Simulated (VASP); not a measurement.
Consider the following.

```yaml
crystal:
  lattice:
    - [3.98890, 0.00000, 0.00000]
    - [0.00000, 3.98890, 0.00000]
    - [0.00000, 0.00000, 4.09812]
  atoms:
    - { symbol: Ba, position: [0.00000, 0.00000, 0.00325] }
    - { symbol: Ti, position: [0.50000, 0.50000, 0.52100] }
    - { symbol: O, position: [0.50000, 0.50000, 0.97124] }
    - { symbol: O, position: [0.00000, 0.50000, 0.48425] }
    - { symbol: O, position: [0.50000, 0.00000, 0.48425] }
```

All values below come from optB86b-vdW, VASP's PBE PAW potentials (set 64) (plane waves; VASP 6.6.1). Run with 520 eV cut-off, 6×6×6 Γ-centred mesh, tetrahedra with Blöchl corrections, potentials Ba_sv Ti_sv O.

Q: The job: BaTiO3 (tetragonal perovskite), 5 atoms, optB86b-vdW, static run, 520 eV, 6×6×6 Γ-centred mesh. Roughly how much core time does it take on a busy server core?

A: About 2 core-minutes (one run on a shared machine, a rough figure). It had 40 irreducible k-points, 24 bands, up to 1787 plane waves and 17 electronic steps.

The compound is BaTiO3 in the tetragonal perovskite structure. It was relaxed first.
